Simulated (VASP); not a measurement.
Calculation: PBEsol GGA, VASP's PBE PAW potentials (set 64) (plane waves; VASP).

The input files of a VASP run:

File POSCAR:
```
SrTe
1
    0.0000000000     3.3072879434     3.3072879434
    3.3072879434     0.0000000000     3.3072879434
    3.3072879434     3.3072879434     0.0000000000
Sr Te
1 1
Direct
  0.0000000000   0.0000000000   0.0000000000
  0.5000000000   0.5000000000   0.5000000000
```

File KPOINTS:
```
K-points
0
Gamma
 6 6 6
0 0 0
```

### INCAR
```
LREAL=.FALSE.   ! projection in real space or not
GGA=PS   ! PBEsol
NELM=100   ! most electronic steps
ENCUT=480   ! plane-wave cut-off (eV)
PREC=Accurate
LCHARG=.FALSE.
LWAVE=.FALSE.
LASPH=.TRUE.
SIGMA=0.05   ! width (eV)
EDIFF=1E-7
SYSTEM=SrTe
ALGO=Normal
ISIF=2   ! forces and stress, cell fixed
ISMEAR=0   ! Gaussian
LMAXMIX=4   ! l cut-off of mixed one-centre charges
```

POTCAR, in this order: Sr_sv Te (PBE.64 set). Program: vasp_std.

### Question
What will the output report for the number of irreducible k-points (NKPTS), number of bands (NBANDS), largest plane-wave count, number of space-group operations, FFT grid (NGX, NGY, NGZ)?

### Answer

number of irreducible k-points (NKPTS): 16
number of bands (NBANDS): 12
largest plane-wave count: 1759
number of space-group operations: 48
FFT grid (NGX, NGY, NGZ): 36 × 36 × 36

The compound is SrTe in the rock salt structure. It was relaxed first.
